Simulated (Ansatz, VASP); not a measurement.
# Cross-check of Si2MoN4 (MoSi2N4 monolayer) between VASP and Ansatz, part 2 of 2

One calculation is typed for both programs; each brings its own data sets. How far apart do they land? The cell is taken from a series of runs on this material, whose earlier steps may have relaxed, scaled, displaced or heated it; both programs get it as it stands.

VASP 6.6.1 and Ansatz 0.2.0.

So far: Starting point; VASP: single point, PBE with D3(BJ); Ansatz: single point, PBE with D3(BJ); Differences.

### Step 5. VASP: single point, PBE, spin-orbit coupling

Level of this step: PBE, spin-orbit coupling, no spin polarisation; plane waves and PAW (N, Si, Mo_sv) (VASP).

A single point gives forces, pressure and levels at one fixed geometry, so differences don't come from the geometry; what else differs is listed under the comparison.

INCAR reads:

```
SYSTEM = Si2MoN4
PREC = Accurate
ENCUT = 520
EDIFF = 1E-06
NELM = 200
ISMEAR = -1
SIGMA = 0.05
LREAL = .FALSE.
ALGO = Normal
GGA = PE
LNONCOLLINEAR = .TRUE.
MAGMOM = 0 0 0 0 0 0 0 0 0 0 0 0 0 0 0 0 0 0 0 0 0
NBANDS = 56
GGA_COMPAT = .FALSE.
LASPH = .TRUE.
LSORBIT = .TRUE.
LMAXMIX = 4
LORBIT = 11
LWAVE = .FALSE.
LCHARG = .FALSE.
ISIF = 2
LDIPOL = .TRUE.
IDIPOL = 3
DIPOL = 0.5 0.5 0.5
LVHAR = .TRUE.
EFERMI = MIDGAP
NELMDL = -8
KPAR = 2
```

POSCAR reads:

```
Si2MoN4
1.0
    2.8858652269      0.0000000000      0.0000000000
   -1.4429326135      2.4992325984      0.0000000000
    0.0000000000      0.0000000000     25.0584920446
N Si Mo
4 2 1
Direct
    0.0000000000      0.0000000000      0.3591596806
    0.3333333333      0.6666666667      0.4499906343
    0.3333333333      0.6666666667      0.5500093657
    0.0000000000      0.0000000000      0.6408403194
    0.3333333333      0.6666666667      0.3801212571
    0.3333333333      0.6666666667      0.6198787429
    0.0000000000      0.0000000000      0.5000000000
```

KPOINTS reads:

```
Automatic mesh
0
Gamma
12 12 1
0 0 0
```

PAW data sets: N, Si and Mo_sv (PBE family, release 64).

On the command line:

```sh
$ mpirun -np 2 vasp_ncl
```

Numbers of over 12 decimals in the logs are rounded to 6 here.

What it wrote:

```text
[... set-up lines as in an earlier step ...]
 entering main loop
       N       E                     dE             d eps       ncg     rms          rms(c)
DAV:   1     0.359165188138E+03    0.35917E+03   -0.21514E+04  4000   0.129E+03
DAV:   2    -0.349467609943E+02   -0.39411E+03   -0.38251E+03  4568   0.335E+02
DAV:   3    -0.702860807504E+02   -0.35339E+02   -0.34920E+02  4176   0.992E+01
DAV:   4    -0.714118049022E+02   -0.11257E+01   -0.11201E+01  4456   0.195E+01
[...]
DAV:  27    -0.616451240318E+02   -0.28976E-05   -0.54121E-08  2720   0.115E-03    0.341E-04
DAV:  28    -0.616451255984E+02   -0.15667E-05   -0.43121E-08  2664   0.796E-04    0.228E-04
DAV:  29    -0.616451261541E+02   -0.55569E-06   -0.12728E-08  2488   0.494E-04
   1 F= -.61645126E+02 E0= -.61645126E+02  d E =-.895336E-10  mag=    -0.0000     0.0000    -0.0000
```

Parts of OUTCAR (step 5):

```text
  Total        1.9401368      1.9401368      1.2705557     -0.0000000      0.0000000      0.0000000
  in kB       17.1990823     17.1990823     11.2633253     -0.0000000      0.0000000      0.0000000
  external PRESSURE =      15.2204966 kB  Pullay stress =       0.0000000 kB

 POSITION                                       TOTAL-FORCE (eV/Angst)
 -----------------------------------------------------------------------------------
      0.00000      0.00000      9.00000         0.000000     -0.000000     -0.047076
     -0.00000      1.66616     11.27609        -0.000000      0.000000     -0.056818
     -0.00000      1.66616     13.78241         0.000000      0.000000      0.056818
      0.00000      0.00000     16.05849         0.000000     -0.000000      0.047076
     -0.00000      1.66616      9.52527         0.000000      0.000000     -0.143872
     -0.00000      1.66616     15.53323         0.000000      0.000000      0.143872
      0.00000      0.00000     12.52925        -0.000000     -0.000000      0.000000
 -----------------------------------------------------------------------------------
    total drift:                                0.000000     -0.000000      0.000000

  FREE ENERGIE OF THE ION-ELECTRON SYSTEM (eV)
  ---------------------------------------------------
  free  energy   TOTEN  =       -61.6451261541 eV

  energy  without entropy=      -61.6451261540  energy(sigma->0) =      -61.64512615

 magnetization (x)
# of ion       s       p       d       tot
------------------------------------------
    1        0.000   0.000   0.000   0.000
    2        0.000  -0.000   0.000  -0.000
    3       -0.000   0.000   0.000   0.000
    4        0.000  -0.000   0.000  -0.000
    5        0.000   0.000   0.000   0.000
    6        0.000   0.000   0.000   0.000
    7        0.000   0.000   0.000   0.000
--------------------------------------------------
tot          0.000  -0.000   0.000   0.000

 magnetization (y)
# of ion       s       p       d       tot
------------------------------------------
    1        0.000   0.000   0.000   0.000
    2        0.000   0.000   0.000   0.000
    3        0.000   0.000   0.000   0.000
    4        0.000  -0.000   0.000  -0.000
    5       -0.000   0.000   0.000  -0.000
    6       -0.000   0.000   0.000  -0.000
    7       -0.000  -0.000   0.000   0.000
--------------------------------------------------
tot         -0.000  -0.000   0.000  -0.000

 magnetization (z)
# of ion       s       p       d       tot
------------------------------------------
    1       -0.000   0.000   0.000   0.000
    2        0.000   0.000   0.000   0.000
    3        0.000   0.000   0.000   0.000
    4       -0.000   0.000   0.000   0.000
    5       -0.000   0.000   0.000  -0.000
    6       -0.000  -0.000   0.000  -0.000
    7        0.000   0.000   0.000   0.000
--------------------------------------------------
tot         -0.000   0.000   0.000  -0.000

[... 1 part as in an earlier step ...]

[... 2 further parts left out ...]
[key lines of the parts left out:]
E-fermi :   1.0774
```

### Step 6. Ansatz: single point, PBE, spin-orbit coupling

The same cell, functional, mesh and smearing now go to Ansatz, which takes its cutoff from its data sets.

The cell is taken from a series of runs on this material, whose earlier steps may have relaxed, scaled, displaced or heated it; both programs get it as it stands.

input.yaml reads:

```yaml
crystal:
  lattice:
    - [2.8858652269, 0.0, 0.0]
    - [-1.4429326135, 2.4992325984, 0.0]
    - [0.0, 0.0, 25.0584920446]
  atoms:
    - { symbol: "N", position: [0.0, 0.0, 0.3591596806] }
    - { symbol: Si, position: [0.3333333333, 0.6666666667, 0.3801212571] }
    - { symbol: "N", position: [0.3333333333, 0.6666666667, 0.4499906343] }
    - { symbol: Mo, position: [0.0, 0.0, 0.5] }
    - { symbol: "N", position: [0.3333333333, 0.6666666667, 0.5500093657] }
    - { symbol: Si, position: [0.3333333333, 0.6666666667, 0.6198787429] }
    - { symbol: "N", position: [0.0, 0.0, 0.6408403194] }
kpoints:
  mp_grid: { grid: [12, 12, 1] }
  band_path: { path: [[0, 0, 0], [0.12, 0, 0]], npoints: 24 }
hamiltonian:
  xc: pbe
  pseudopotentials: { kind: paw_fr }
magnetization:
  noncollinear: true
  spin_orbit: true
scf:
  occupations: { method: fermi_dirac, width: 0.05 }
  convergence: { dr2_threshold: 1.0e-09 }
efield:
  axis: 3
  dipole_correction: true
  ramp_position: 0.97
  ramp_width: 0.06
  amplitude: 0
output:
  write_potential: true
  write_density: true
  volumetric_format: npy
```

On the command line:

```sh
$ ansatz run input.yaml --threads 4 --pin off --max-ram 6144MiB --backend cpu --events-out ev --progress --plain --runs-dir out
```

What it wrote:

```text
[...]
non-collinear run that drives no moment, with spin-orbit: no starting moment large enough to seed its density (crystal.atoms[].spin), no starting occupations that ask for one, no magnetisation constraint and no magnetic field, so the semilocal B_xc is pinned to zero
Crystal: 7 atoms, lattice volume = 180.733 Å³
[...]
k-point 1: bands = [... 38 lower, -0.6377, -0.6377, 1.2888, 1.2888, 4.1606, 4.1606, 4.3326, 4.3326, ... 10 higher]
  k-point 2: bands = [... 38 lower, -0.6775, -0.6775, 0.9145, 0.9145, 4.0616, 4.0616, 4.2752, 4.2752, ... 10 higher]
  k-point 18: bands = [... 38 lower, 0.0599, 0.0662, 0.9553, 1.0860, 3.4075, 3.4079, 4.7119, 4.7434, ... 10 higher]
[key lines of the parts left out:]
SCF converged after 15 iterations
Magnetization: |M| = 0.0000 μB,  M = (+0.0000, +0.0000, +0.0000) μB
Free energy (F): -7771.076613 eV
Fermi energy:    2.390667 eV
Dipole field:    D = 0.000000 V/Å  (p = 0.000000 e·Å, saw-weighted, corrected)
Work function:   Φ+ = 4.5240 eV   Φ− = 4.5240 eV
```

### Step 7. Side by side

What differs besides the data sets and the points named for the pairs above, as far as they apply: spin-orbit coupling enters by fully relativistic files in Ansatz and inside the spheres in VASP. Total energies have different zeros and are not compared.

Compared:

| quantity | Ansatz | VASP | difference |
| --- | --- | --- | --- |
| gap on the k mesh (eV) | 2.037 | 2.039 | -0.002 |

A gap on the mesh is an upper bound, since the band edges may lie between its points. With vacuum in the cell, a pressure given here is an average over mostly empty space and none of the material.

### Step 8. What came out

- difference in gap on the k mesh (single point, PBE with D3(BJ)): -0.0033 eV
- difference in gap on the k mesh (single point, PBE, spin-orbit coupling): -0.0023 eV

In words: The difference in gap on the k mesh is -0.0033 eV (single point, PBE with D3(BJ)), within the 0.08 eV picked in this series as the mark of a large difference. Such differences can come from data sets, numerical settings and the points named under the comparisons, not from the functional's error against experiment.

[Lines on the potential files, build, host, timing and source positions are cut from VASP's logs without a mark.]

[Logs are printed without paths, hosts, clocks, repeated set-up lines and the standing remarks that a program may print on its own settings, such as how far it seeks lower states.]

[Hosts, paths, dates, database ids (printed as entryN), source tags and the programs' standing remarks are cut or masked in the printed files.]
